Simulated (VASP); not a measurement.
# A VASP study of SnSe2 (r2SCAN + rVV10): structure first, properties next, part 2 of 7

Aim: relax SnSe2 with r2SCAN + rVV10, compute its properties on that cell and hold them against experiment. The start is a cell from a database of measured crystal structures.

VASP 6.6.1, plane waves and PAW; the level of theory is named at each step.

So far. Step 2 (Relaxing cell and atoms (r2SCAN + rVV10)): It ends with a largest force of 0.002 eV/Å and a pressure of 0.01 GPa. The volume lies +2.4 % from that of the database's start. The relaxed cell has a = 3.829, c = 6.221 Å (conventional setting).

**3. Second relaxation**

Level of this step: r2SCAN with rVV10; plane waves and PAW (Sn_d, Se) (VASP).

The basis stayed that of the start cell while the cell moved. A rerun from the cell reached resets it; the error of the finite cutoff stays.

The input, INCAR:

```
SYSTEM = SnSe2
PREC = Accurate
ENCUT = 400
EDIFF = 1E-06
NELM = 100
ISMEAR = 0
SIGMA = 0.05
LREAL = .FALSE.
ALGO = Normal
METAGGA = R2SCAN
LUSE_VDW = .TRUE.
IVDW_NL = 2
BPARAM = 11.95
CPARAM = 0.0093
LASPH = .TRUE.
NBANDS = 19
LORBIT = 11
LWAVE = .FALSE.
LCHARG = .FALSE.
KPAR = 2
IBRION = 2
NSW = 60
ISIF = 3
EDIFFG = -0.01
```

The input, POSCAR:

```
SnSe2
1.0
    3.8293282261      0.0000000000      0.0000000000
   -1.9146641130      3.3162955232      0.0000000000
    0.0000000000      0.0000000000      6.2212929374
Sn Se
1 2
Direct
    0.0000000000      0.0000000000      0.0000000000
    0.3333333333      0.6666666667      0.2535250628
    0.6666666667      0.3333333333      0.7464749372
```

The input, KPOINTS:

```
Automatic mesh
0
Gamma
7 7 4
0 0 0
```

PAW data sets: Sn_d and Se (PBE family, release 64).

Command:

```
$ mpirun -np 2 vasp_std
```

What it wrote:

```text
[banner, memory and clock lines left out]
running    2 mpi-ranks, on    1 nodes
 distrk:  each k-point on    1 cores,    2 groups
 distr:  one band on    1 cores,    1 groups

 POSCAR found type information on POSCAR SnSe
 POSCAR found :  2 types and       3 ions
 [... a notice as in an earlier step ...]

 [... a notice as in an earlier step ...]

 LDA part: xc-table for (None), standard interpolation
 POSCAR, INCAR and KPOINTS ok, starting setup
 FFT: planning ... GRIDC
 FFT: planning ... GRID_SOFT
 FFT: planning ... GRID
 WAVECAR not read
 entering main loop
       N       E                     dE             d eps       ncg     rms          rms(c)
Total rVV10 correction in eV:      0.6176621    29.3807389
Total rVV10 correction in eV:      0.6176621    29.3807389
DAV:   1     0.138448467203E+03    0.13845E+03   -0.10823E+04  1087   0.130E+03
DAV:   2    -0.381012122515E+02   -0.17655E+03   -0.17095E+03  1171   0.342E+02
DAV:   3    -0.577722315611E+02   -0.19671E+02   -0.19085E+02  1293   0.109E+02
DAV:   4    -0.584087186957E+02   -0.63649E+00   -0.63546E+00  1267   0.212E+01
DAV:   5    -0.584247383930E+02   -0.16020E-01   -0.16019E-01  1441   0.338E+00    0.579E+00
Total rVV10 correction in eV:      0.6278026    29.3807384
Total rVV10 correction in eV:      0.6278026    29.3807384
DAV:   6    -0.539583410377E+02    0.44664E+01   -0.15500E+00  1256   0.183E+01    0.400E+00
Total rVV10 correction in eV:      0.6402586    29.3807384
Total rVV10 correction in eV:      0.6402586    29.3807384
DAV:   7    -0.539649921955E+02   -0.66512E-02   -0.20246E-01  1183   0.258E+00    0.134E+00
Total rVV10 correction in eV:      0.6447199    29.3807384
Total rVV10 correction in eV:      0.6447199    29.3807384
DAV:   8    -0.539703546261E+02   -0.53624E-02   -0.11476E-02  1193   0.106E+00    0.299E-01
Total rVV10 correction in eV:      0.6463952    29.3807384
Total rVV10 correction in eV:      0.6463952    29.3807384
DAV:   9    -0.539712657617E+02   -0.91114E-03   -0.20136E-03  1212   0.321E-01    0.859E-02
Total rVV10 correction in eV:      0.6466820    29.3807384
Total rVV10 correction in eV:      0.6466820    29.3807384
DAV:  10    -0.539713181646E+02   -0.52403E-04   -0.21095E-04  1245   0.146E-01    0.418E-02
Total rVV10 correction in eV:      0.6469135    29.3807384
Total rVV10 correction in eV:      0.6469135    29.3807384
DAV:  11    -0.539713469827E+02   -0.28818E-04   -0.53596E-05  1139   0.579E-02    0.114E-02
Total rVV10 correction in eV:      0.6470322    29.3807384
Total rVV10 correction in eV:      0.6470322    29.3807384
DAV:  12    -0.539713492516E+02   -0.22689E-05   -0.65451E-06  1241   0.197E-02    0.382E-03
Total rVV10 correction in eV:      0.6470559    29.3807384
Total rVV10 correction in eV:      0.6470559    29.3807384
DAV:  13    -0.539713494648E+02   -0.21321E-06   -0.62922E-07   657   0.550E-03
Total rVV10 correction in eV:      0.6470606    29.3807384
Total rVV10 correction in eV:      0.6470606    29.3807384
Total rVV10 correction in eV:      0.6470619    29.3807384
Total rVV10 correction in eV:      0.6470619    29.3807384
   1 F= -.53971349E+02 E0= -.53971349E+02  d E =-.539713E+02
 curvature:   0.00 expect dE= 0.000E+00 dE for cont linesearch  0.000E+00
 trial: gam= 0.00000 g(F)=  0.566E-06 g(S)=  0.648E-05 ort = 0.000E+00 (trialstep = 0.100E+01)
 search vector abs. value=  0.704E-05
 reached required accuracy - stopping structural energy minimisation
```

Elapsed: 64 s, on 2 MPI ranks of Intel Xeon 6975P-C (Granite Rapids), shared host; peak memory 0.62 GiB.

OUTCAR, selected parts (step 3):

```text
  LATTYP: Found a hexagonal cell.
 ALAT       =     3.8293282261
 C/A-ratio  =     1.6246434283

The static configuration has the point symmetry D_3d.

 Found     28 irreducible k-points:

   dimension x,y,z NGX =    28 NGY =   28 NGZ =   42
   dimension x,y,z NGXF=    56 NGYF=   56 NGZF=   84

   ENCUT  =  400.0 eV  29.40 Ry    5.42 a.u.   6.24  6.24 10.15*2*pi/ulx,y,z

   NELECT =      26.0000    total number of electrons

 E-fermi :   3.8663

 k-point     1 :       0.0000    0.0000    0.0000
  band No.  band energies     occupation
    ...
      9       3.0337      2.00000
     10       3.0337      2.00000
     11       3.3100      2.00000
     12       3.3100      2.00000
     13       3.5272      2.00000
     14       5.0070      0.00000
     15       7.1573      0.00000
     16       8.6634      0.00000
     17       8.6634      0.00000
     18      12.2800      0.00000
    ...

 k-point     2 :       0.1429   -0.0000    0.0000
  band No.  band energies     occupation
    ...
      9       1.3742      2.00000
     10       2.3689      2.00000
     11       2.3832      2.00000
     12       3.5551      2.00000
     13       3.5643      2.00000
     14       6.0710      0.00000
     15       7.7920      0.00000
     16       8.6331      0.00000
     17       9.0148      0.00000
     18      11.6361      0.00000
    ...

  Total        0.0138322      0.0138322      0.0044774      0.0000000      0.0000000      0.0000000
  in kB        0.2805076      0.2805076      0.0907997      0.0000000      0.0000000      0.0000000
  external PRESSURE =       0.2172716 kB  Pullay stress =       0.0000000 kB

  energy-cutoff  :      400.00
  volume of cell :       79.01
      direct lattice vectors                 reciprocal lattice vectors
     3.829328226  0.000000000  0.000000000     0.261142410  0.150770640  0.000000000
    -1.914664113  3.316295523  0.000000000     0.000000000  0.301541281  0.000000000
     0.000000000  0.000000000  6.221292937     0.000000000  0.000000000  0.160738292

 POSITION                                       TOTAL-FORCE (eV/Angst)
 -----------------------------------------------------------------------------------
      0.00000      0.00000      0.00000         0.000000      0.000000      0.000000
     -0.00000      2.21086      1.57725        -0.000000      0.000000     -0.002422
      1.91466      1.10543      4.64404        -0.000000     -0.000000      0.002422
 -----------------------------------------------------------------------------------
    total drift:                               -0.000000     -0.000000      0.000000

  FREE ENERGIE OF THE ION-ELECTRON SYSTEM (eV)
  ---------------------------------------------------
  free  energy   TOTEN  =       -53.9713494648 eV

  energy  without entropy=      -53.9713494648  energy(sigma->0) =      -53.97134946

 total charge
# of ion       s       p       d       tot
------------------------------------------
    1        1.019   1.047  10.103  12.168
    2        1.480   2.352   0.028   3.860
    3        1.480   2.352   0.028   3.860
--------------------------------------------------
tot          3.979   5.751  10.158  19.889

[... 3 parts as in an earlier step ...]

[... 7 further parts left out ...]
```

CONTCAR:

```
SnSe2
   1.00000000000000
     3.8293282260999999    0.0000000000000000    0.0000000000000000
    -1.9146641129999999    3.3162955232000000    0.0000000000000000
     0.0000000000000000    0.0000000000000000    6.2212929374000003
  Sn              Se
     1     2
Direct
     0.0000000000000000    0.0000000000000000    0.0000000000000000
     0.3333333332999970    0.6666666667000030    0.2535250628000014
     0.6666666667000030    0.3333333332999970    0.7464749371999986
```

Little changed from the start: no atom moved by 0.005 Å and no cell edge by 0.1 %.

This step gave:

| Item | Value |
| --- | --- |
| free energy (TOTEN) | -53.9713 eV |
| pressure | 0.02173 GPa |
| SCF cycles over all ionic steps | 13 |

It ends with a largest force of 0.002 eV/Å and a pressure of 0.02 GPa. The volume moved by under 0.01 %: the run met its threshold at the first step.

**4. Single point with fields (r2SCAN + rVV10)**

The relaxed cell gets a fresh self-consistent run, on a basis set for its own volume, to fix the density and to check the remaining stress.

Changes to INCAR since step 3:

```diff
@@ -18,7 +18,5 @@
 LWAVE = .FALSE.
-LCHARG = .FALSE.
-KPAR = 2
-IBRION = 2
-NSW = 60
-ISIF = 3
-EDIFFG = -0.01
+LCHARG = .TRUE.
+ISIF = 2
+LELF = .TRUE.
+LVHAR = .TRUE.
```

POSCAR is that of step 3.

KPOINTS is that of step 3.

Command:

```
$ mpirun -np 2 vasp_std
```

What it wrote:

```text
[banner, memory and clock lines left out]
running    2 mpi-ranks, on    1 nodes
 distrk:  each k-point on    2 cores,    1 groups
 distr:  one band on    1 cores,    2 groups

 POSCAR found type information on POSCAR SnSe
 POSCAR found :  2 types and       3 ions
 [... a notice as in an earlier step ...]

 [... a notice as in an earlier step ...]

 LDA part: xc-table for (None), standard interpolation
|                                                                             |
|           W    W    AA    RRRRR   N    N  II  N    N   GGGG   !!!           |
|           W    W   A  A   R    R  NN   N  II  NN   N  G    G  !!!           |
|           W    W  A    A  R    R  N N  N  II  N N  N  G       !!!           |
|           W WW W  AAAAAA  RRRRR   N  N N  II  N  N N  G  GGG   !            |
|           WW  WW  A    A  R   R   N   NN  II  N   NN  G    G                |
|           W    W  A    A  R    R  N    N  II  N    N   GGGG   !!!           |
|                                                                             |
|     The number of bands has been changed from the values supplied in        |
|     The orbitals not found in the WAVECAR file will be initialized with     |
|     random numbers, which is usually adequate. For correlated               |
|     calculations, however, you should redo the groundstate calculation.     |
|     I found NBANDS = 19. Now, NBANDS = 20.                                  |
|                                                                             |

 POSCAR, INCAR and KPOINTS ok, starting setup
 FFT: planning ... GRIDC
 FFT: planning ... GRID_SOFT
 FFT: planning ... GRID
 WAVECAR not read
 entering main loop
       N       E                     dE             d eps       ncg     rms          rms(c)
Total rVV10 correction in eV:      0.6176621    29.3807388
DAV:   1     0.140415017739E+03    0.14042E+03   -0.10767E+04  1128   0.128E+03
DAV:   2    -0.383094582782E+02   -0.17872E+03   -0.17242E+03  1204   0.334E+02
DAV:   3    -0.578314226721E+02   -0.19522E+02   -0.19174E+02  1388   0.106E+02
DAV:   4    -0.584091301606E+02   -0.57771E+00   -0.57699E+00  1316   0.193E+01
DAV:   5    -0.584247496721E+02   -0.15620E-01   -0.15619E-01  1568   0.321E+00    0.579E+00
Total rVV10 correction in eV:      0.6278139    29.3807384
DAV:   6    -0.539581997894E+02    0.44665E+01   -0.15059E+00  1360   0.173E+01    0.400E+00
Total rVV10 correction in eV:      0.6402310    29.3807384
DAV:   7    -0.539649795562E+02   -0.67798E-02   -0.19550E-01  1340   0.246E+00    0.134E+00
Total rVV10 correction in eV:      0.6447184    29.3807384
DAV:   8    -0.539703650032E+02   -0.53854E-02   -0.11464E-02  1292   0.102E+00    0.296E-01
Total rVV10 correction in eV:      0.6464000    29.3807384
DAV:   9    -0.539712678910E+02   -0.90289E-03   -0.19365E-03  1304   0.306E-01    0.861E-02
Total rVV10 correction in eV:      0.6466864    29.3807384
DAV:  10    -0.539713191033E+02   -0.51212E-04   -0.20133E-04  1348   0.137E-01    0.411E-02
Total rVV10 correction in eV:      0.6469130    29.3807384
DAV:  11    -0.539713469492E+02   -0.27846E-04   -0.49616E-05  1276   0.529E-02    0.116E-02
Total rVV10 correction in eV:      0.6470339    29.3807384
DAV:  12    -0.539713492909E+02   -0.23417E-05   -0.63195E-06  1340   0.184E-02    0.375E-03
Total rVV10 correction in eV:      0.6470558    29.3807384
DAV:  13    -0.539713494586E+02   -0.16765E-06   -0.60672E-07   820   0.513E-03
Total rVV10 correction in eV:      0.6470608    29.3807384
Total rVV10 correction in eV:      0.6470620    29.3807384
   1 F= -.53971349E+02 E0= -.53971349E+02  d E =-.129832E-15
```

It took 48 s on 2 MPI ranks; peak memory 0.46 GiB.

Parts of OUTCAR (step 4):

```text
The static configuration has the point symmetry D_3d.

 Found     28 irreducible k-points:

   k-points           NKPTS =     28   k-points in BZ     NKDIM =     28   number of bands    NBANDS=     20

   NELECT =      26.0000    total number of electrons

 E-fermi :   3.8508

 k-point     2 :       0.1429   -0.0000    0.0000
  band No.  band energies     occupation
    ...
      9       1.3742      2.00000
     10       2.3688      2.00000
     11       2.3832      2.00000
     12       3.5551      2.00000
     13       3.5643      2.00000
     14       6.0710      0.00000
     15       7.7920      0.00000
     16       8.6331      0.00000
     17       9.0148      0.00000
     18      11.6361      0.00000
    ...

  Total        0.0139948      0.0139948      0.0046236      0.0000000      0.0000000      0.0000000
  in kB        0.2838056      0.2838056      0.0937632      0.0000000      0.0000000      0.0000000
  external PRESSURE =       0.2204582 kB  Pullay stress =       0.0000000 kB

 POSITION                                       TOTAL-FORCE (eV/Angst)
 -----------------------------------------------------------------------------------
      0.00000      0.00000      0.00000         0.000000      0.000000      0.000000
     -0.00000      2.21086      1.57725         0.000000      0.000000     -0.002394
      1.91466      1.10543      4.64404        -0.000000      0.000000      0.002394
 -----------------------------------------------------------------------------------
    total drift:                               -0.000000     -0.000000      0.000000

  FREE ENERGIE OF THE ION-ELECTRON SYSTEM (eV)
  ---------------------------------------------------
  free  energy   TOTEN  =       -53.9713494586 eV

  energy  without entropy=      -53.9713494586  energy(sigma->0) =      -53.97134946

[... 14 parts as in an earlier step ...]
```

This step gave:

```
SCF cycles   : 13
bands        : 20
Fermi energy : 3.851 eV
pressure     : 0.02205 GPa
```

Valence electrons inside each PAW sphere by angular momentum. Sphere charges, by row:

| atom | s (e) | p (e) | d (e) | tot (e) |
| --- | --- | --- | --- | --- |
| Sn1 | 1.019 | 1.047 | 10.1 | 12.17 |
| Se2 | 1.48 | 2.352 | 0.028 | 3.86 |
| Se3 | 1.48 | 2.352 | 0.028 | 3.86 |

ELF in the ac plane at fractional y = 0.000, with atoms of Sn within 0.2 Å of it. It is the smooth field of the valence electrons, not physical close to the nuclei.

Ten even steps from '0' (0.01) to '9' (0.77), each cell a mean:
```
00243322233420
12444444444432
34445677765444
33346888876433
22357999986432
11247999986421
00147999986310
00135899975200
00013567653100
00001122210000
00000000000000
00000111110000
00012455432000
00025789874200
00136899986310
01247999986311
22357999987422
33357889886433
44445777765444
23444555554442
01343322233420
30243211123310
```
Columns run along a (3.8 Å), rows up along c (6.2 Å). Atoms in or near the plane, at fractional coordinates: Sn at (0.00, 0.00).

Valence density in the ac plane at fractional y = 0.000, with atoms of Sn within 0.2 Å of it. It is the smooth field of the valence electrons, not physical close to the nuclei.

Ten steps, logarithmic in the rise over the least value, from '0' (0 e/Å³) to '9' (12 e/Å³), each cell a mean:
```
98742111123579
87532211122467
54322222222245
22222222222222
11112222222111
00112222221110
00011222221100
00001112111000
00000111110000
00000000000000
00000000000000
00000000000000
00000011100000
00001111111000
00011222211000
00111222221100
11112222222111
22222222222222
44322222222234
76532211122356
98642111122578
99742111123589
```
Columns run along a (3.8 Å), rows up along c (6.2 Å). Atoms in or near the plane, at fractional coordinates: Sn at (0.00, 0.00).

Electrostatic potential energy in the ac plane at fractional y = 0.000, with atoms of Sn within 0.2 Å of it. With pseudopotentials it is smooth inside the atoms' cores, unlike the true potential.

Values in eV, 22 rows by 14 columns, each cell a mean:
```
-90 -88 -63 -29  -6   0   2   3   2  -1 -10 -39 -74 -89
-79 -70 -44 -17  -3   0   2   2   2   0  -5 -24 -54 -73
-40 -33 -17  -5  -1   1   1   1   1   0  -1  -7 -22 -35
-11  -8  -3  -1   1   1   0   0   0   1   0  -1  -4  -9
 -1   0   1   2   1   0  -1  -1  -1   0   2   1   0   0
  2   3   3   3   2   0  -1  -1  -1   1   2   3   3   3
  4   4   4   4   3   1   0  -1   0   2   3   4   4   4
  5   5   5   4   4   3   2   2   2   3   4   5   5   5
  5   5   5   5   5   4   4   4   4   4   5   5   5   5
  6   6   5   5   5   5   5   5   5   5   5   5   6   6
  6   6   6   6   5   5   5   5   5   5   5   6   6   6
  6   6   6   5   5   5   5   5   5   5   5   5   6   6
  5   5   5   5   5   5   4   4   4   5   5   5   5   5
  5   5   5   5   4   3   3   2   3   4   4   5   5   5
  4   4   4   4   3   2   0   0   1   2   3   4   4   4
  3   3   3   3   2   0  -1  -1  -1   1   3   3   3   3
  0   1   2   2   2   0  -1  -2  -1   1   2   2   1   1
 -5  -4  -1   0   1   0  -1  -1   0   1   1   0  -2  -4
-30 -24 -11  -3   0   1   1   1   1   1  -1  -5 -16 -26
-66 -57 -34 -12  -2   1   2   2   2   0  -3 -18 -43 -60
-90 -86 -59 -27  -5   0   2   3   2  -1  -9 -36 -70 -88
-90 -90 -69 -33  -7   0   2   3   2  -2 -13 -44 -80 -90
```
Columns run along a (3.8 Å; values clipped at the 3rd and 97th percentile), rows up along c (6.2 Å). Atoms in or near the plane, at fractional coordinates: Sn at (0.00, 0.00).

In this run the pressure is 0.02 GPa, small enough to go on.

(Part 2 of 7 ends here.)

[Lines on the potential files, build, host, timing and source positions are cut from VASP's logs without a mark.]

[Logs are printed without paths, hosts, clocks, repeated set-up lines and the standing remarks that a program may print on its own settings, such as how far it seeks lower states.]

[Hosts, paths, dates, database ids (printed as entryN), source tags and the programs' standing remarks are cut or masked in the printed files.]

[Measured values are set beside computed ones only where the two were judged alike; some that the calculation misses by far are left out.]
